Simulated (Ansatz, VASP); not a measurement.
# MgS (Niningerite): VASP beside Ansatz, part 2 of 2

One calculation is typed for both programs; each brings its own data sets. How far apart do they land? The cell is taken from a series of runs on this material, whose earlier steps may have relaxed, scaled, displaced or heated it; both programs get it as it stands.

VASP 6.6.1 and Ansatz 0.2.0.

So far: Set-up; VASP: dielectric response, PBE.

## (3) Ansatz: dielectric response, PBE

Level of this step: Ansatz beside VASP: Kohn-Sham DFT, plane waves, PBE (Ansatz).

Ansatz runs on its default PAW (the set named soft_2) files.

The same cell, functional and mesh now go to Ansatz, which takes its cutoff from its data sets.

The input, input.yaml:

```yaml
crystal:
  lattice:
    - [0.0, 2.60165, 2.60165]
    - [2.60165, 0.0, 2.60165]
    - [2.60165, 2.60165, 0.0]
  atoms:
    - { symbol: S, position: [0.5, 0.5, 0.5] }
    - { symbol: Mg, position: [0.0, 0.0, 0.0] }
kpoints:
  mp_grid: { grid: [7, 7, 7] }
scf:
  occupations: { method: fixed }
hamiltonian:
  xc: pbe
  pseudopotentials: { kind: paw }
dielectric: {}
```

Run with:

```sh
$ ansatz run input.yaml --threads 4 --pin off --max-ram 8192MiB --backend cpu --events-out ev --progress --plain --runs-dir out
```

Numbers of over 12 decimals in the logs are rounded to 6 here.

The log of the run:

```text
Engine: ansatz 0.2.0, aarch64-unknown-linux-gnu
Pseudopotentials: kind: paw
Pseudopotential: S, paw, valence charge 6, recommended cutoff 420 eV (normal), S.paw.azcp
Pseudopotential: Mg, paw, valence charge 10, recommended cutoff 420 eV (normal), Mg.paw.azcp
Functional definition: PBE
  parameter kappa = 0.804
  parameter beta = 0.066725
  exchange = pbe_x(kappa = kappa, mu = beta*pi^2/3)
  correlation = pbe_c(beta = beta)
Crystal: 2 atoms, lattice volume = 35.219 Å³
Basis set: ecut = 420 eV, 701 PW (Γ), exchange–correlation on 50×50×50 points (8 copies of the dense FFT grid, shifted against one another)
Bands: 12, of which v1, the nominal top of the filled ones, is band 8 counted from 1 (7 counted from 0)
Symmetry: 48 space group operations
k-points: 40 of 343 (irreducible under 8 space group operations, time reversal used)
Non-local potential: S, projectors of the file, l = 0: 2, l = 1: 2, l = 2: 2
Non-local potential: Mg, projectors of the file, l = 0: 3, l = 1: 2, l = 2: 1
PAW form: soft (Blöchl's): semilocal exchange-correlation on the pseudo side does not see the compensation charge
PAW one-centre angular grid: S, 110 points (default); XC on 64 Gauss nodes
PAW one-centre angular grid: Mg, 110 points (default); XC on 64 Gauss nodes
Initial density: superposition of atomic densities (neutral atoms: chi_scale 0, normalization atom), corrected by the library's trained network
Initial wavefunctions: pseudopotential atomic-orbital guess
Functional: x = pbe(κ = 0.804, μ = 0.219515), c = pbe(β = 0.066725)
SCF iter   1: F=—  HF=-2828.746506 eV  |F-HF|=—  |Δ(HF+E_count)|=         —  Δρ=3.95e-4  dr2=3.31e-5  ethr=1.77e-3  ⟨swp⟩=5.7  Hψ=2588  notcnv=0  defer=75
preconditioner: auto → none  [insulator: Δε(μ)=2.995 eV  Ē_g=11.750 eV  n_scr=8 (ndim 8)  ℏωp=17.7 eV  f_vac=0.000  ε∞_Penn≈3.3]
SCF iter   2: F=—  HF=-2828.746256 eV  |F-HF|=—  |Δ(HF+E_count)|=   2.50e-4  Δρ=3.38e-4  dr2=5.60e-5  ethr=2.07e-7  ⟨swp⟩=3.0  Hψ=1293  notcnv=0  defer=76
SCF iter   3: F=—  HF=-2828.746254 eV  |F-HF|=—  |Δ(HF+E_count)|=   1.91e-6  Δρ=1.52e-4  dr2=6.11e-6  ethr=2.07e-7  ⟨swp⟩=2.0  Hψ=622  notcnv=0  defer=69
SCF iter   4: F=—  HF=-2828.746273 eV  |F-HF|=—  |Δ(HF+E_count)|=   1.93e-5  Δρ=9.00e-5  dr2=4.24e-6  ethr=3.82e-8  ⟨swp⟩=2.0  Hψ=640  notcnv=0  defer=2
SCF iter   5: F=—  HF=-2828.746273 eV  |F-HF|=—  |Δ(HF+E_count)|=   2.74e-7  Δρ=4.46e-5  dr2=1.10e-6  ethr=2.65e-8  ⟨swp⟩=1.0  Hψ=480  notcnv=0
SCF iter   6: F=—  HF=-2828.746271 eV  |F-HF|=—  |Δ(HF+E_count)|=   1.66e-6  Δρ=1.32e-5  dr2=9.78e-8  ethr=6.89e-9  ⟨swp⟩=2.0  Hψ=579  notcnv=0
SCF iter   7: F=—  HF=-2828.746271 eV  |F-HF|=—  |Δ(HF+E_count)|=   3.26e-8  Δρ=2.74e-6  dr2=4.40e-9  ethr=6.11e-10  ⟨swp⟩=2.0  Hψ=618  notcnv=0
SCF iter   8: F=-2828.746271 eV  HF=-2828.746271 eV  |F-HF|=3.41e-11  |Δ(HF+E_count)|=   1.47e-9  Δρ=2.85e-7  dr2=4.84e-11  ethr=1.00e-12  ⟨swp⟩=2.7  Hψ=1887  notcnv=0
SCF 1 converged in 8 iterations: F = -2828.746271 eV  dr2 = 4.84e-11
  greatest PAW one-centre occupation: 1.000 electrons in one spin orbital (limit 2), on the Mg atom at site 1 (counted from 0), in its partial waves of l = 0
NSCF: frozen V_eff on 5 k-points
DFPT response loops at Γ: preconditioner auto → none (the input reference at scf.mixing.eps_inf says where Resta's filter doesn't serve); β = 0.50; Broyden in place of MSR1
── the response to a field inside a basis, on 8×8×8 k-points: an SCF that follows is theirs, and a resumed run solves both again ──
Bands: 9, of which v1, the nominal top of the filled ones, is band 8 counted from 1 (7 counted from 0)
k-points: 60 of 512 (irreducible under 12 space group operations)
Initial density: handed on by an earlier stage of this run
Initial wavefunctions: pseudopotential atomic-orbital guess (no wavefunctions were taken with the density)
Eigensolver: Dense (60 Hₖ)
SCF iter   1: F=—  HF=-2828.745656 eV  |F-HF|=—  |Δ(HF+E_count)|=         —  Δρ=1.05e-4  dr2=1.45e-6  ethr=1.00e-1
preconditioner: auto → none  [insulator: Δε(μ)=2.992 eV  Ē_g=9.420 eV  n_scr=8 (ndim 8)  ℏωp=17.7 eV  f_vac=0.000  ε∞_Penn≈4.5]
SCF iter   2: F=—  HF=-2828.745658 eV  |F-HF|=—  |Δ(HF+E_count)|=   2.49e-6  Δρ=5.27e-5  dr2=1.55e-7  ethr=9.05e-9
SCF iter   3: F=-2828.745659 eV  HF=-2828.745659 eV  |F-HF|=1.36e-7  |Δ(HF+E_count)|=   8.68e-7  Δρ=1.89e-5  dr2=2.32e-8  ethr=9.67e-10
SCF 1 converged in 3 iterations: F = -2828.745659 eV  dr2 = 2.32e-8
DFPT response loops at Γ: mixed as the last ones told, above
SCF converged after 8 iterations
Free energy (F): -2828.746271 eV
Harris-Foulkes:  -2828.746271 eV  (|F-HF|=3.41e-11)
Internal energy: -2828.746271 eV  (E = F + TS)
E sigma→0 (E₀):  -2828.746271 eV
Fermi energy:    6.389555 eV
--- Per-component energies (eV) ---
  E_band       = -331.813542
  E_kinetic    = 185.292134
  E_local      = -1665.927435  (includes V_loc(G=0)·N_el)
  E_nonlocal   = 123.409557
  E_hartree    = 593.043238
  E_xc         = -127.746590
  E_vxc        = -127.038571  (∫ρ·V_xc dr)
  E_paw        = -893.077152  (= ΣΔE_a)
  E_vpaw       = -33.635684  (= ΣTr[D̂ρ^β])
  E_aug_tail   = -0.000002  (compensation charges beyond the density's cutoff)
  E_ewald      = -1043.740020
  E_smearing   = -0.000000  (= −TS)
  E_closure    = -0.000000  (closes the sum)
  Σ components = -2828.746271   (vs F -2828.746271, Δ=0.00e0)
--- Band table (eV; the first three rows and the last of 40) ---
  k-point 0: bands = [... 4 lower, -6.2763, 6.3896, 6.3896, 6.3896, 10.1114, 14.3056, 14.3056, 14.3056]
  k-point 1: bands = [... 4 lower, -6.0792, 5.0999, 6.2609, 6.2609, 11.0525, 13.9870, 14.5781, 14.5781]
  k-point 2: bands = [... 4 lower, -5.5677, 3.1167, 6.0046, 6.0046, 11.2883, 13.9679, 13.9679, 15.1279]
  k-point 39: bands = [... 4 lower, -4.5892, 3.0051, 3.0712, 4.5391, 11.3129, 13.6579, 14.9840, 15.1219]
--- Dielectric response (ions clamped): 3 representative field directions + reference, inside a basis on a mesh of 512 k-points (Σ response iterations 15) ---
  ε∞ (high-frequency dielectric tensor):
        5.413127     0.000000    -0.000000
        0.000000     5.413127    -0.000000
       -0.000000    -0.000000     5.413127
  Born effective charges Z* (e; rows j = field, columns β = displacement):
    site 0:
        -2.33111   -0.00000    0.00000
        -0.00000   -2.33111    0.00000
         0.00000    0.00000   -2.33111
    site 1:
         2.33111    0.00000   -0.00000
         0.00000    2.33111   -0.00000
        -0.00000   -0.00000    2.33111
  Z* charge neutrality: 2.173e-4 e pre-enforcement
  solved inside a basis spanned on kpoints, on 8×8×8 k-points, its susceptibility summed on 12×12×12: ε∞ is read to err by 1.3e-2, Z* by 1.1e-2 e (field_mesh: kpoints solves on kpoints); Z* is corrected for what the basis lacks
```

## (4) Differences

Known differences besides the potentials themselves: fixed occupations in Ansatz, narrow Gaussian smearing in VASP; VASP's response is taken on the typed mesh, Ansatz refines its own for the field response alone; the data sets hold 16 valence electrons in Ansatz (on its default PAW (the set named soft_2) files) and 8 in VASP; the cutoff is 420 eV in Ansatz and 520 eV in VASP. Total energies have different zeros and are not compared.

The two programs side by side:

```
quantity  Ansatz  VASP  difference
   ε∞ xx    5.41  5.46     -0.83 %
   ε∞ yy    5.41  5.46     -0.83 %
   ε∞ zz    5.41  5.46     -0.83 %
```

## (5) Outcome

| Quantity | Value |
| --- | --- |
| difference in ε∞ xx (dielectric response, PBE) | -0.83 % |

In words: The difference in ε∞ xx is -0.83 % (dielectric response, PBE), within the 5 % picked in this series as the mark of a large difference. The data sets hold unlike numbers of valence electrons (16 in Ansatz and 8 in VASP), so part of the differences comes from the potentials. Such differences can come from data sets, numerical settings and the points named under the comparisons, not from the functional's error against experiment.

[Lines on the potential files, build, host, timing and source positions are cut from VASP's logs without a mark.]

[Logs are printed without paths, hosts, clocks, repeated set-up lines and the standing remarks that a program may print on its own settings, such as how far it seeks lower states.]

[Hosts, paths, dates, database ids (printed as entryN), source tags and the programs' standing remarks are cut or masked in the printed files.]
